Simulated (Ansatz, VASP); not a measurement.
# Cross-check of SnSe2 between VASP and Ansatz, part 2 of 2

One calculation is typed for both programs; each brings its own data sets. How far apart do they land? The cell is taken from a series of runs on this material, whose earlier steps may have relaxed, scaled, displaced or heated it; both programs get it as it stands.

VASP 6.6.1 and Ansatz 0.2.0.

So far: Starting point; Ansatz: zone-centre phonons, PBEsol with D3(BJ).

## (3) VASP: zone-centre phonons, PBEsol with D3(BJ)

Level of this step: PBEsol with D3(BJ); plane waves and PAW (Se, Sn_d) (VASP).

The same cell, functional, mesh and smearing now go to VASP, with its own data sets.

Lines of VASP's logs that name or quote its potential files are left out, and so is its time.

Contents of INCAR:

```
SYSTEM = SnSe2
PREC = Accurate
ENCUT = 500
EDIFF = 1E-08
NELM = 120
ISMEAR = 0
SIGMA = 0.02
LREAL = .FALSE.
ALGO = Normal
GGA = PS
IVDW = 12
NBANDS = 19
LORBIT = 11
LWAVE = .FALSE.
LCHARG = .FALSE.
ISIF = 2
IBRION = 6
NFREE = 2
POTIM = 0.015
NSW = 1
LASPH = .TRUE.
GGA_COMPAT = .FALSE.
KPAR = 2
```

Contents of POSCAR:

```
SnSe2
1.0
    3.7753770153      0.0000000000      0.0000000000
   -1.8876885076      3.2695724041      0.0000000000
    0.0000000000      0.0000000000      5.5785390781
Se Sn
2 1
Direct
    0.3333333333      0.6666666667      0.2839817079
    0.6666666667      0.3333333333      0.7160182921
    0.0000000000      0.0000000000      0.0000000000
```

Contents of KPOINTS:

```
Automatic mesh
0
Gamma
12 12 6
0 0 0
```

Potentials, in the order of the species: Se and Sn_d (PBE family, release 64).

On the command line:

```sh
$ mpirun -np 2 vasp_std
```

Numbers of over 12 decimals in the logs are rounded to 6 here.

Output:

```text
[banner, memory and clock lines left out]
running    2 mpi-ranks, on    1 nodes
 distrk:  each k-point on    1 cores,    2 groups
 distr:  one band on    1 cores,    1 groups

 POSCAR found type information on POSCAR SeSn
 POSCAR found :  2 types and       3 ions
|                                                                             |
|               ----> ADVICE to this user running VASP <----                  |
|                                                                             |
|     You enforced a specific xc type in the INCAR file but a different       |
|     [... a line on the potential file left out ...]
|     I HOPE YOU KNOW WHAT YOU ARE DOING!                                     |
|                                                                             |

 LDA part: xc-table for (Slater+PW92), standard interpolation
 POSCAR, INCAR and KPOINTS ok, starting setup
 FFT: planning ... GRIDC
 FFT: planning ... GRID_SOFT
 FFT: planning ... GRID
 WAVECAR not read
 entering main loop
       N       E                     dE             d eps       ncg     rms          rms(c)
DAV:   1     0.200648289865E+03    0.20065E+03   -0.12135E+04  3885   0.157E+03
DAV:   2     0.929663624575E+01   -0.19135E+03   -0.18552E+03  4015   0.396E+02
DAV:   3    -0.123490535592E+02   -0.21646E+02   -0.20990E+02  4654   0.115E+02
DAV:   4    -0.131006898275E+02   -0.75164E+00   -0.74759E+00  4520   0.217E+01
DAV:   5    -0.131167390378E+02   -0.16049E-01   -0.16047E-01  5043   0.342E+00    0.544E+00
DAV:   6    -0.129062728180E+02    0.21047E+00   -0.41405E-01  5552   0.753E+00    0.344E+00
DAV:   7    -0.128827394654E+02    0.23533E-01   -0.12254E-01  4497   0.249E+00    0.956E-01
DAV:   8    -0.128812422775E+02    0.14972E-02   -0.92540E-03  4779   0.935E-01    0.263E-01
DAV:   9    -0.128812205483E+02    0.21729E-04   -0.11408E-03  4107   0.232E-01    0.736E-02
DAV:  10    -0.128812208507E+02   -0.30237E-06   -0.90423E-05  4611   0.638E-02    0.255E-02
DAV:  11    -0.128812289892E+02   -0.81385E-05   -0.19263E-05  3998   0.292E-02    0.702E-03
DAV:  12    -0.128812292266E+02   -0.23740E-06   -0.80118E-07  4568   0.706E-03    0.441E-03
DAV:  13    -0.128812292448E+02   -0.18206E-07   -0.31794E-07  4136   0.503E-03    0.822E-04
DAV:  14    -0.128812292456E+02   -0.78580E-09   -0.24404E-08  3545   0.115E-03
   1 F= -.13992135E+02 E0= -.13992097E+02  d E =-.774439E-04
[... from here on, the cycles between the ionic steps are left out ...]
   2 F= -.13991637E+02 E0= -.13991602E+02  d E =-.713798E-04
   3 F= -.13991637E+02 E0= -.13991602E+02  d E =-.713678E-04
   4 F= -.13991484E+02 E0= -.13991438E+02  d E =-.937062E-04
   5 F= -.13990840E+02 E0= -.13990780E+02  d E =-.121488E-03
   6 F= -.13991491E+02 E0= -.13991453E+02  d E =-.775228E-04
   7 F= -.13991491E+02 E0= -.13991453E+02  d E =-.775281E-04
   8 F= -.13990481E+02 E0= -.13990442E+02  d E =-.770033E-04
 Finite differences progress:
  Degree of freedom:   4/  4
  Displacement:        1/  2
  Total:               7/  8
 bond charge predicted
       N       E                     dE             d eps       ncg     rms          rms(c)
DAV:   1    -0.128684916917E+02    0.11084E-01   -0.43667E+00  4882   0.117E+01    0.416E-01
DAV:   2    -0.128795931085E+02   -0.11101E-01   -0.12647E-01  5229   0.254E+00    0.157E-01
DAV:   3    -0.128796478250E+02   -0.54717E-04   -0.22478E-03  4496   0.396E-01    0.939E-02
DAV:   4    -0.128795892940E+02    0.58531E-04   -0.16018E-04  5385   0.994E-02    0.519E-02
DAV:   5    -0.128795760009E+02    0.13293E-04   -0.63705E-05  4384   0.602E-02    0.173E-02
DAV:   6    -0.128795757341E+02    0.26681E-06   -0.10470E-05  4578   0.181E-02    0.937E-03
DAV:   7    -0.128795758272E+02   -0.93115E-07   -0.34673E-06  4129   0.129E-02    0.212E-03
DAV:   8    -0.128795758329E+02   -0.57225E-08   -0.23231E-07  4110   0.347E-03    0.611E-04
DAV:   9    -0.128795758416E+02   -0.86475E-08   -0.10054E-08  2911   0.838E-04
   9 F= -.13990481E+02 E0= -.13990442E+02  d E =-.770038E-04
 Finite differences progress:
  Degree of freedom:   4/  4
  Displacement:        2/  2
  Total:               8/  8
```

OUTCAR, selected parts (step 3):

```text
ion  position               nearest neighbor table
   1  0.333  0.667  0.284-   3 2.69   3 2.69   3 2.69
   2  0.667  0.333  0.716-   3 2.69   3 2.69   3 2.69
   3  0.000  0.000  0.000-   1 2.69   2 2.69   1 2.69   2 2.69   2 2.69   1 2.69

  LATTYP: Found a hexagonal cell.
 ALAT       =     3.7753770153
 C/A-ratio  =     1.4776111248

 Subroutine GETGRP returns: Found 12 space group operations
 (whereof 12 operations were pure point group operations)

The static configuration has the point symmetry D_3d.

 Found    100 irreducible k-points:

   k-points           NKPTS =    100   k-points in BZ     NKDIM =    100   number of bands    NBANDS=     19

   dimension x,y,z NGX =    28 NGY =   28 NGZ =   42
   dimension x,y,z NGXF=    56 NGYF=   56 NGZF=   84

   ENCUT  =  500.0 eV  36.75 Ry    6.06 a.u.   6.88  6.88 10.17*2*pi/ulx,y,z

   NELECT =      26.0000    total number of electrons

 k-points in reciprocal lattice and weights: Automatic mesh
   0.00000000  0.00000000  0.00000000       0.001
   0.08333333  0.00000000  0.00000000       0.007
   0.16666667  0.00000000  0.00000000       0.007
   0.25000000  0.00000000  0.00000000       0.007
   0.33333333 -0.00000000  0.00000000       0.007
   0.41666667  0.00000000  0.00000000       0.007
   0.50000000  0.00000000  0.00000000       0.003
   0.08333333  0.08333333  0.00000000       0.007
   0.16666667  0.08333333  0.00000000       0.014
[...]
0.33333333  0.25000000  0.50000000       0.014
   0.33333333  0.33333333  0.50000000       0.002

 Edisp (eV)   -1.11090

 average (electrostatic) potential at core
       1 -52.1175       2 -52.1875       3-101.1418

 E-fermi :   5.8717

 k-point     1 :       0.0000    0.0000    0.0000
  band No.  band energies     occupation
    ...
      9       4.7028      2.00000
     10       4.7028      2.00000
     11       4.8309      2.00000
     12       4.8309      2.00000
     13       5.7256      2.00000
     14       6.3489      0.00000
     15       8.5018      0.00000
     16      10.1929      0.00000
     17      10.1929      0.00000
     18      13.7210      0.00000
    ...

 k-point     2 :       0.0833    0.0000    0.0000
  band No.  band energies     occupation
    ...
      8      -1.4939      2.00000
      9       3.7082      2.00000
     10       4.2420      2.00000
     11       4.4398      2.00000
     12       5.1674      2.00000
     13       5.9055      0.01693
     14       7.0990      0.00000
     15       8.8313      0.00000
     16       9.8550      0.00000
     17      10.2587      0.00000
    ...

 k-point     3 :       0.1667    0.0000    0.0000
  band No.  band energies     occupation
    ...
      9       2.4125      2.00000
     10       3.5850      2.00000
     11       3.6957      2.00000
     12       5.3780      2.00000
     13       5.8259      1.99880
     14       7.7973      0.00000
     15       9.1348      0.00000
     16       9.9837      0.00000
     17      10.3751      0.00000
     18      12.2433      0.00000
    ...

 Edisp (eV)   -1.11090

  Total       0.83390     0.83390     0.83649     0.00000     0.00000     0.00000
  in kB      19.40235    19.40235    19.46261     0.00000     0.00000     0.00000
  external pressure =       19.42 kB  Pullay stress =        0.00 kB

  energy-cutoff  :      500.00
  volume of cell :       68.86
      direct lattice vectors                 reciprocal lattice vectors
     3.775377015  0.000000000  0.000000000     0.264874209  0.152925196  0.000000000
    -1.887688508  3.269572404  0.000000000     0.000000000  0.305850392  0.000000000
     0.000000000  0.000000000  5.578539078     0.000000000  0.000000000  0.179258402

 POSITION                                       TOTAL-FORCE (eV/Angst)
 -----------------------------------------------------------------------------------
     -0.00000      2.17971      1.58420        -0.000000      0.000000     -0.087791
      1.88769      1.08986      3.99434        -0.000000      0.000000     -0.133040
      0.00000      0.00000     -0.01500         0.000000     -0.000000      0.220831
 -----------------------------------------------------------------------------------
    total drift:                                0.000000     -0.000000      0.000184

  FREE ENERGIE OF THE ION-ELECTRON SYSTEM (eV)
  ---------------------------------------------------
  free  energy   TOTEN  =       -13.9904806568 eV

  energy  without entropy=      -13.9904036530  energy(sigma->0) =      -13.99044215

 Eigenvectors and eigenvalues of the dynamical matrix
 ----------------------------------------------------

   1 f  =    7.285412 THz    45.775595 2PiTHz  243.015195 cm-1    30.130031 meV
             X         Y         Z           dx          dy          dz
     -0.000000  2.179715  1.584203     0.000000    0.000000    0.463133
      1.887689  1.089857  3.994336     0.000000    0.000000    0.463133
      0.000000  0.000000  0.000000    -0.000000   -0.000000   -0.755656

   2 f  =    5.514059 THz    34.645857 2PiTHz  183.929223 cm-1    22.804307 meV
             X         Y         Z           dx          dy          dz
     -0.000000  2.179715  1.584203     0.000000    0.000000    0.707107
      1.887689  1.089857  3.994336    -0.000000   -0.000000   -0.707107
      0.000000  0.000000  0.000000    -0.000000   -0.000000    0.000000

   3 f  =    4.555270 THz    28.621604 2PiTHz  151.947443 cm-1    18.839073 meV
             X         Y         Z           dx          dy          dz
     -0.000000  2.179715  1.584203     0.368727    0.281442   -0.000000
      1.887689  1.089857  3.994336     0.368727    0.281442    0.000000
      0.000000  0.000000  0.000000    -0.599962   -0.457939    0.000000

   4 f  =    4.555270 THz    28.621604 2PiTHz  151.947443 cm-1    18.839073 meV
             X         Y         Z           dx          dy          dz
     -0.000000  2.179715  1.584203     0.281442   -0.368727   -0.000000
      1.887689  1.089857  3.994336     0.281442   -0.368727   -0.000000
      0.000000  0.000000  0.000000    -0.457939    0.599962   -0.000000

   5 f  =    4.302111 THz    27.030960 2PiTHz  143.502972 cm-1    17.792093 meV
             X         Y         Z           dx          dy          dz
     -0.000000  2.179715  1.584203    -0.562085   -0.429022    0.000000
      1.887689  1.089857  3.994336     0.562085    0.429022   -0.000000
      0.000000  0.000000  0.000000     0.000000   -0.000000   -0.000000

   6 f  =    4.302111 THz    27.030960 2PiTHz  143.502972 cm-1    17.792093 meV
             X         Y         Z           dx          dy          dz
     -0.000000  2.179715  1.584203     0.429022   -0.562085    0.000000
      1.887689  1.089857  3.994336    -0.429022    0.562085   -0.000000
      0.000000  0.000000  0.000000     0.000000   -0.000000    0.000000

   7 f/i=    0.001068 THz     0.006710 2PiTHz    0.035624 cm-1     0.004417 meV
             X         Y         Z           dx          dy          dz
     -0.000000  2.179715  1.584203    -0.000000   -0.000000    0.534329
      1.887689  1.089857  3.994336    -0.000000   -0.000000    0.534329
      0.000000  0.000000  0.000000    -0.000000   -0.000000    0.654969

   8 f/i=    0.005561 THz     0.034938 2PiTHz    0.185479 cm-1     0.022997 meV
             X         Y         Z           dx          dy          dz
     -0.000000  2.179715  1.584203     0.028632   -0.532927   -0.000000
      1.887689  1.089857  3.994336     0.028632   -0.532927   -0.000000
      0.000000  0.000000  0.000000     0.035194   -0.655057   -0.000000

   9 f/i=    0.005561 THz     0.034938 2PiTHz    0.185479 cm-1     0.022997 meV
             X         Y         Z           dx          dy          dz
     -0.000000  2.179715  1.584203    -0.532927   -0.028632   -0.000000
      1.887689  1.089857  3.994336    -0.532927   -0.028632   -0.000000
      0.000000  0.000000  0.000000    -0.655057   -0.035194   -0.000000

 ELASTIC MODULI CONTR FROM IONIC RELAXATION (kBar)
 Direction    XX          YY          ZZ          XY          YZ          ZX
 --------------------------------------------------------------------------------
 XX        -125.8360    -68.3077   -264.9004     -0.0000     81.1848      0.0000
 YY         -68.3077   -125.8360   -264.9004     -0.0000    -81.1848     -0.0000
 ZZ        -264.9004   -264.9004   -722.8899     -0.0000      0.0000     -0.0000
 XY          -0.0000     -0.0000     -0.0000    -28.7642     -0.0000     81.1848
 YZ          81.1848    -81.1848      0.0000     -0.0000   -229.1386     -0.0000
 ZX           0.0000     -0.0000     -0.0000     81.1848     -0.0000   -229.1386
 --------------------------------------------------------------------------------

 total charge
# of ion       s       p       d       tot
------------------------------------------
    1        1.494   2.294   0.036   3.825
    2        1.494   2.294   0.036   3.825
    3        1.080   1.056  10.108  12.244
--------------------------------------------------
tot          4.067   5.645  10.181  19.893

[... 3 further parts left out ...]
```

CONTCAR:

```
SnSe2
   1.00000000000000
     3.7753770153000001    0.0000000000000000    0.0000000000000000
    -1.8876885076000001    3.2695724040999998    0.0000000000000000
     0.0000000000000000    0.0000000000000000    5.5785390781000004
  Se              Sn
     2     1
Direct
     0.3333333332999970    0.6666666667000030    0.2839817078999971
     0.6666666667000030    0.3333333332999970    0.7160182921000029
     0.0000000000000000    0.0000000000000000   -0.0026888760282932
```

The last energy, forces, stress and levels in OUTCAR belong to the last displaced cell, not to the cell of POSCAR.

Levels, forces or a CONTCAR printed for this step are those of its last displaced cell, not of the structure at rest.

## (4) Differences

Known differences besides the potentials themselves: the data sets hold 46 valence electrons in Ansatz (on its PAW soft_1 files) and 26 in VASP; the cutoff is 420 eV in Ansatz and 500 eV in VASP; Ansatz makes its cores anew for this functional, VASP keeps those of its PBE data sets; Ansatz takes the dispersion share of the force constants at frozen C6 weights, VASP differentiates the full forces; VASP uses finite displacements, Ansatz perturbation theory. Total energies have different zeros and are not compared.

Compared:

```tsv
quantity	Ansatz	VASP	difference
optical mode 1 to 2 (cm⁻¹)	143.1	143.5	-0.31 %
optical mode 3 to 4 (cm⁻¹)	151.8	151.9	-0.12 %
optical mode 5 (cm⁻¹)	184.2	183.9	+0.12 %
optical mode 6 (cm⁻¹)	242.2	243.0	-0.34 %
```

Modes are paired by rising frequency, not by their patterns, so a pair may set unlike modes beside each other; they are those without the splitting of longitudinal modes.

## (5) What came out

| Property | Result |
| --- | --- |
| r.m.s. difference of the optical zone-centre modes, each program's sorted by frequency (zone-centre phonons, PBEsol with D3(BJ)) | 0.44 cm⁻¹ |

What this shows: The r.m.s. difference of the optical zone-centre modes, each program's sorted by frequency is 0.44 cm⁻¹ (zone-centre phonons, PBEsol with D3(BJ)). The data sets hold unlike numbers of valence electrons (46 in Ansatz and 26 in VASP), so part of the differences comes from the potentials. How closely two codes agree says nothing of how well the functional describes the real material.

[Lines on the potential files, build, host, timing and source positions are cut from VASP's logs without a mark.]

[Logs are printed without paths, hosts, clocks, repeated set-up lines and the standing remarks that a program may print on its own settings, such as how far it seeks lower states.]

[Hosts, paths, dates, database ids (printed as entryN), source tags and the programs' standing remarks are cut or masked in the printed files.]
